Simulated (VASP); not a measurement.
# NbAs: cell size and functional, part 2 of 3

Aim: relax NbAs at several levels of theory and compare the cells. The starting structure is a measured crystal structure from the Crystallography Open Database. The first relaxation on each setting starts from this cell expanded by 3 % in volume.

VASP 6.6.1.

Results so far: PBEsol 17.15 Å³ an atom; LDA 16.86 Å³ an atom; PBE 17.71 Å³ an atom.

## (5) Relaxation with PBEsol + D3(BJ)

Level of this step: PBEsol with D3(BJ); plane waves and PAW (Nb_sv, As) (VASP).

D3 with Becke-Johnson damping keeps a finite attraction at short range. This run starts from the cell of an earlier relaxation, which isn't shown; the restart sets up the plane waves anew.

File INCAR:

```
SYSTEM = NbAs
PREC = Accurate
ENCUT = 450
EDIFF = 1E-06
NELM = 100
ISMEAR = 1
SIGMA = 0.15
LREAL = .FALSE.
ALGO = Normal
GGA = PS
IVDW = 12
NBANDS = 24
LASPH = .TRUE.
LORBIT = 11
LWAVE = .FALSE.
LCHARG = .FALSE.
KPAR = 16
IBRION = 2
NSW = 50
ISIF = 3
EDIFFG = -0.006
```

File POSCAR:

```
NbAs
1.0
   -1.7049725568      1.7049725568      5.7068583363
    1.7049725568     -1.7049725568      5.7068583363
    1.7049725568      1.7049725568     -5.7068583363
Nb As
2 2
Direct
    0.4984555764      0.9984555764      0.5000000000
    0.7484555764      0.7484555764      0.0000000000
    0.9175444236      0.4175444236      0.5000000000
    0.1675444236      0.1675444236      0.0000000000
```

File KPOINTS:

```
Automatic mesh
0
Gamma
14 14 14
0 0 0
```

Potentials, in the order of the species: Nb_sv and As (PBE family, release 64).

Started as:

```console
mpirun -np 16 vasp_std
```

The program printed:

```text
[banner, memory and clock lines left out]
running   16 mpi-ranks, on    1 nodes
[...]
[... a notice as in an earlier step ...]

 [... a notice as in an earlier step ...]

 LDA part: xc-table for (Slater+PW92), standard interpolation
 POSCAR, INCAR and KPOINTS ok, starting setup
[...]
entering main loop
       N       E                     dE             d eps       ncg     rms          rms(c)
DAV:   1     0.321366165423E+03    0.32137E+03   -0.17975E+04 11736   0.133E+03
DAV:   2    -0.991773369862E+01   -0.33128E+03   -0.32418E+03 14376   0.493E+02
DAV:   3    -0.354647211037E+02   -0.25547E+02   -0.25193E+02 21344   0.101E+02
DAV:   4    -0.369519499385E+02   -0.14872E+01   -0.14822E+01 17296   0.209E+01
[...]
DAV:  11    -0.350785986736E+02    0.13993E-04   -0.73844E-05 18264   0.659E-02    0.137E-02
DAV:  12    -0.350785961172E+02    0.25564E-05   -0.68031E-06 16920   0.250E-02    0.386E-03
DAV:  13    -0.350785958689E+02    0.24830E-06   -0.25256E-07 11376   0.476E-03
[...]
DAV:   3    -0.350768841429E+02    0.24479E-04   -0.57754E-05 18304   0.623E-02    0.126E-02
DAV:   4    -0.350768848403E+02   -0.69745E-06   -0.23030E-05 21232   0.217E-02    0.727E-03
DAV:   5    -0.350768867880E+02   -0.19477E-05   -0.11740E-06 10688   0.899E-03    0.450E-03
DAV:   6    -0.350768880969E+02   -0.13089E-05   -0.12685E-06 10280   0.816E-03    0.265E-03
DAV:   7    -0.350768878315E+02    0.26534E-06   -0.46056E-07  8400   0.724E-03
   2 F= -.37631808E+02 E0= -.37631901E+02  d E =0.257662E-06
 trial-energy change:    0.000000  1 .order    0.000000   -0.000018    0.000019
 step:   0.4909(harm=  0.4909)  dis= 0.00001  next Energy=   -37.631813 (dE=-0.453E-05)
[...]
N       E                     dE             d eps       ncg     rms          rms(c)
DAV:   1    -0.350777960992E+02   -0.90800E-03   -0.12578E-03 14872   0.371E-01    0.428E-02
DAV:   2    -0.350777700418E+02    0.26057E-04   -0.13054E-04 17432   0.105E-01    0.168E-02
DAV:   3    -0.350777634224E+02    0.66194E-05   -0.15567E-05 18400   0.323E-02    0.656E-03
DAV:   4    -0.350777628343E+02    0.58808E-06   -0.55970E-06 16784   0.111E-02
   3 F= -.37631814E+02 E0= -.37631906E+02  d E =-.486692E-05
[...]
reached required accuracy - stopping structural energy minimisation
```

Elapsed: 97 s, on 16 MPI ranks of Intel Xeon 6975P-C (Granite Rapids), shared host; peak memory 9.5 GiB; 26 min of CPU time.

Parts of OUTCAR (step 5):

```text
 Edisp (eV)   -2.55492

 Edisp (eV)   -2.55405

  Total       0.02205     0.02205     0.00696     0.00000     0.00000     0.00000
  in kB       0.53265     0.53265     0.16803     0.00000     0.00000     0.00000
  external pressure =        0.41 kB  Pullay stress =        0.00 kB

 POSITION                                       TOTAL-FORCE (eV/Angst)
 -----------------------------------------------------------------------------------
      1.70489      0.00000      5.68798        -0.000000     -0.000000     -0.001532
      0.00000      0.00000      8.54079         0.000000      0.000000     -0.001532
      0.00000      1.70489      4.76468        -0.000000     -0.000000      0.001532
      0.00000      0.00000      1.91188         0.000000      0.000000      0.001532
 -----------------------------------------------------------------------------------
    total drift:                               -0.000000     -0.000000      0.000094

  FREE ENERGIE OF THE ION-ELECTRON SYSTEM (eV)
  ---------------------------------------------------
  free  energy   TOTEN  =       -37.6318136008 eV

  energy  without entropy=      -37.6320905129  energy(sigma->0) =      -37.63190590

[... 2 parts as in an earlier step ...]

[... 2 further parts left out ...]
[key lines of the parts left out:]
E-fermi :  10.1407
```

With PBEsol + D3(BJ) the relaxed cell holds 16.584 Å³ an atom, -4.66 % against the measured cell, with a = 3.410 Å and c = 11.411 Å. That is -3.30 % from PBEsol.

## (6) Relaxation with r2SCAN

r2SCAN adds the kinetic-energy density, costs more than a GGA and is run with LASPH. This run starts from the cell of an earlier relaxation, which isn't shown; the restart sets up the plane waves anew.

INCAR, as its differences from that of step 5:

```diff
@@ -9,6 +9,5 @@
 ALGO = Normal
-GGA = PS
-IVDW = 12
+METAGGA = R2SCAN
+LASPH = .TRUE.
 NBANDS = 24
-LASPH = .TRUE.
 LORBIT = 11
```

File POSCAR:

```
NbAs
1.0
   -1.7281679533      1.7281679533      5.8803469722
    1.7281679533     -1.7281679533      5.8803469722
    1.7281679533      1.7281679533     -5.8803469722
Nb As
2 2
Direct
    0.4991147598      0.9991147598      0.5000000000
    0.7491147598      0.7491147598      0.0000000000
    0.9168852402      0.4168852402      0.5000000000
    0.1668852402      0.1668852402      0.0000000000
```

KPOINTS is that of step 5.

Started as:

```console
mpirun -np 16 vasp_std
```

The program printed:

```text
[banner, memory and clock lines left out]
running   16 mpi-ranks, on    1 nodes
[...]
[... a notice as in an earlier step ...]

 [... a notice as in an earlier step ...]

 LDA part: xc-table for (None), standard interpolation
 POSCAR, INCAR and KPOINTS ok, starting setup
[...]
entering main loop
       N       E                     dE             d eps       ncg     rms          rms(c)
DAV:   1     0.269489604643E+03    0.26949E+03   -0.18476E+04 11760   0.137E+03
DAV:   2    -0.677008038570E+02   -0.33719E+03   -0.33011E+03 14536   0.503E+02
DAV:   3    -0.952785308906E+02   -0.27578E+02   -0.27258E+02 21712   0.104E+02
DAV:   4    -0.970995987320E+02   -0.18211E+01   -0.18125E+01 17344   0.227E+01
[...]
DAV:  11    -0.822716690655E+02   -0.55573E-05   -0.41991E-05 20216   0.611E-02    0.138E-02
DAV:  12    -0.822716677675E+02    0.12980E-05   -0.69575E-06 15496   0.229E-02    0.313E-03
DAV:  13    -0.822716675353E+02    0.23219E-06   -0.46311E-07 11600   0.656E-03
   1 F= -.82271668E+02 E0= -.82271868E+02  d E =-.822717E+02
[...]
reached required accuracy - stopping structural energy minimisation
```

Run time: 2.4 min. Hardware: 16 MPI ranks; peak memory 9.4 GiB.

From OUTCAR (step 6):

```text
  Total        0.0101195      0.0101195      0.0082932      0.0000000      0.0000000      0.0000000
  in kB        0.2307988      0.2307988      0.1891464      0.0000000      0.0000000      0.0000000
  external PRESSURE =       0.2169147 kB  Pullay stress =       0.0000000 kB

 POSITION                                       TOTAL-FORCE (eV/Angst)
 -----------------------------------------------------------------------------------
      1.72817     -0.00000      5.86994        -0.000000     -0.000000      0.000492
      0.00000      0.00000      8.81011        -0.000000     -0.000000      0.000492
      0.00000      1.72817      4.90286         0.000000      0.000000     -0.000492
      0.00000      0.00000      1.96269         0.000000      0.000000     -0.000492
 -----------------------------------------------------------------------------------
    total drift:                               -0.000000     -0.000000     -0.000359

  FREE ENERGIE OF THE ION-ELECTRON SYSTEM (eV)
  ---------------------------------------------------
  free  energy   TOTEN  =       -82.2716675353 eV

  energy  without entropy=      -82.2722697476  energy(sigma->0) =      -82.27186827

[... 2 parts as in an earlier step ...]

[... 2 further parts left out ...]
[key lines of the parts left out:]
E-fermi :   9.5224
```

With r2SCAN the relaxed cell holds 17.562 Å³ an atom, +0.96 % against the measured cell, with a = 3.456 Å and c = 11.761 Å. That is +2.41 % from PBEsol.

## (7) Relaxation with PBEsol+U (Nb d 2 eV)

The U is chosen by hand, not computed for this crystal, and pushes the named shell towards whole occupations. This run starts from the cell of an earlier relaxation, which isn't shown; the restart sets up the plane waves anew.

INCAR, as its differences from that of step 6:

```diff
@@ -9,5 +9,12 @@
 ALGO = Normal
-METAGGA = R2SCAN
+GGA = PS
+NBANDS = 24
+LDAU = .TRUE.
+LDAUTYPE = 2
+LDAUL = 2 -1
+LDAUU = 2 0
+LDAUJ = 0 0
+LDAUPRINT = 1
 LASPH = .TRUE.
-NBANDS = 24
+LMAXMIX = 4
 LORBIT = 11
```

File POSCAR:

```
NbAs
1.0
   -1.7275263827      1.7275263827      5.8295873302
    1.7275263827     -1.7275263827      5.8295873302
    1.7275263827      1.7275263827     -5.8295873302
Nb As
2 2
Direct
    0.4988379330      0.9988379330      0.5000000000
    0.7488379330      0.7488379330      0.0000000000
    0.9171620670      0.4171620670      0.5000000000
    0.1671620670      0.1671620670      0.0000000000
```

KPOINTS is that of step 6.

Started as:

```console
mpirun -np 16 vasp_std
```

The program printed:

```text
[... set-up lines as in an earlier step ...]
 entering main loop
       N       E                     dE             d eps       ncg     rms          rms(c)
DAV:   1     0.320965254284E+03    0.32097E+03   -0.17953E+04 11720   0.133E+03
DAV:   2    -0.725027001338E+01   -0.32822E+03   -0.32100E+03 14848   0.492E+02
DAV:   3    -0.323828418404E+02   -0.25133E+02   -0.24823E+02 21400   0.100E+02
DAV:   4    -0.338601422642E+02   -0.14773E+01   -0.14730E+01 17432   0.211E+01
[...]
DAV:  11    -0.314318075624E+02    0.59295E-05   -0.57051E-05 18376   0.536E-02    0.117E-02
DAV:  12    -0.314318063560E+02    0.12063E-05   -0.47769E-06 15408   0.219E-02    0.253E-03
DAV:  13    -0.314318059502E+02    0.40583E-06   -0.34657E-07 11648   0.490E-03
   1 F= -.31431806E+02 E0= -.31431984E+02  d E =-.314318E+02
[...]
reached required accuracy - stopping structural energy minimisation
```

Elapsed: 60 s, on 16 MPI ranks; peak memory 9.1 GiB; 15 min of CPU time.

Parts of OUTCAR (step 7):

```text
  Total       -0.0130713     -0.0130713     -0.0075331      0.0000000      0.0000000      0.0000000
  in kB       -0.3009408     -0.3009408     -0.1734349      0.0000000      0.0000000      0.0000000
  external PRESSURE =      -0.2584388 kB  Pullay stress =       0.0000000 kB

 POSITION                                       TOTAL-FORCE (eV/Angst)
 -----------------------------------------------------------------------------------
      1.72753     -0.00000      5.81604         0.000000      0.000000     -0.003331
      0.00000      0.00000      8.73083        -0.000000     -0.000000     -0.003331
      0.00000      1.72753      4.86377         0.000000      0.000000      0.003331
      0.00000      0.00000      1.94897        -0.000000     -0.000000      0.003331
 -----------------------------------------------------------------------------------
    total drift:                                0.000000      0.000000     -0.000178

  FREE ENERGIE OF THE ION-ELECTRON SYSTEM (eV)
  ---------------------------------------------------
  free  energy   TOTEN  =       -31.4318059502 eV

  energy  without entropy=      -31.4323392251  energy(sigma->0) =      -31.43198371

[... 2 parts as in an earlier step ...]

[... 2 further parts left out ...]
[key lines of the parts left out:]
E-fermi :   9.7214
```

With PBEsol+U (Nb d 2 eV) the relaxed cell holds 17.398 Å³ an atom, +0.02 % against the measured cell, with a = 3.455 Å and c = 11.659 Å. That is +1.45 % from PBEsol.

## (8) Relaxation with LDA+U (Nb d 2 eV)

This run starts from the cell of an earlier relaxation, which isn't shown; the restart sets up the plane waves anew.

INCAR, as its differences from that of step 7:

```diff
@@ -9,3 +9,3 @@
 ALGO = Normal
-GGA = PS
+GGA = CA
 NBANDS = 24
```

File POSCAR:

```
NbAs
1.0
   -1.7173387682      1.7173387682      5.7997125519
    1.7173387682     -1.7173387682      5.7997125519
    1.7173387682      1.7173387682     -5.7997125519
Nb As
2 2
Direct
    0.4988385136      0.9988385136      0.5000000000
    0.7488385136      0.7488385136      0.0000000000
    0.9171614864      0.4171614864      0.5000000000
    0.1671614864      0.1671614864      0.0000000000
```

KPOINTS is that of step 7.

PAW data sets: Nb_sv and As (LDA family, release 64).

Started as:

```console
mpirun -np 16 vasp_std
```

The program printed:

```text
[... set-up lines as in an earlier step ...]
 entering main loop
       N       E                     dE             d eps       ncg     rms          rms(c)
DAV:   1     0.341706652693E+03    0.34171E+03   -0.17708E+04 11736   0.134E+03
DAV:   2    -0.740143596920E+01   -0.34911E+03   -0.34150E+03 15872   0.541E+02
DAV:   3    -0.331598494855E+02   -0.25758E+02   -0.25443E+02 20960   0.108E+02
DAV:   4    -0.349384979175E+02   -0.17786E+01   -0.17725E+01 18600   0.232E+01
[...]
DAV:  10    -0.326497208662E+02   -0.84823E-04   -0.98586E-04 16792   0.299E-01    0.249E-02
DAV:  11    -0.326497198042E+02    0.10620E-05   -0.68133E-05 19152   0.763E-02    0.109E-02
DAV:  12    -0.326497194571E+02    0.34711E-06   -0.20109E-06 12344   0.155E-02
   1 F= -.32649719E+02 E0= -.32649878E+02  d E =-.326497E+02
[...]
reached required accuracy - stopping structural energy minimisation
```

The job ended after 51 s (16 MPI ranks; peak memory 7.8 GiB).

OUTCAR, selected parts (step 8):

```text
  Total       -0.0181569     -0.0181569     -0.0160657      0.0000000      0.0000000      0.0000000
  in kB       -0.4251804     -0.4251804     -0.3762116      0.0000000      0.0000000      0.0000000
  external PRESSURE =      -0.4088575 kB  Pullay stress =       0.0000000 kB

 POSITION                                       TOTAL-FORCE (eV/Angst)
 -----------------------------------------------------------------------------------
      1.71734      0.00000      5.78624         0.000000      0.000000     -0.001903
      0.00000      0.00000      8.68610         0.000000      0.000000     -0.001903
      0.00000      1.71734      4.83883         0.000000     -0.000000      0.001903
      0.00000      0.00000      1.93898        -0.000000      0.000000      0.001903
 -----------------------------------------------------------------------------------
    total drift:                                0.000000      0.000000     -0.000157

  FREE ENERGIE OF THE ION-ELECTRON SYSTEM (eV)
  ---------------------------------------------------
  free  energy   TOTEN  =       -32.6497194571 eV

  energy  without entropy=      -32.6501936452  energy(sigma->0) =      -32.64987752

[... 2 parts as in an earlier step ...]

[... 2 further parts left out ...]
[key lines of the parts left out:]
E-fermi :   9.9932
```

With LDA+U (Nb d 2 eV) the relaxed cell holds 17.105 Å³ an atom, -1.67 % against the measured cell, with a = 3.435 Å and c = 11.599 Å. That is -0.26 % from PBEsol.

[end of part 2 of 3]

[Lines on the potential files, build, host, timing and source positions are cut from VASP's logs without a mark.]

[Logs are printed without paths, hosts, clocks, repeated set-up lines and the standing remarks that a program may print on its own settings, such as how far it seeks lower states.]

[Hosts, paths, dates, database ids (printed as entryN), source tags and the programs' standing remarks are cut or masked in the printed files.]
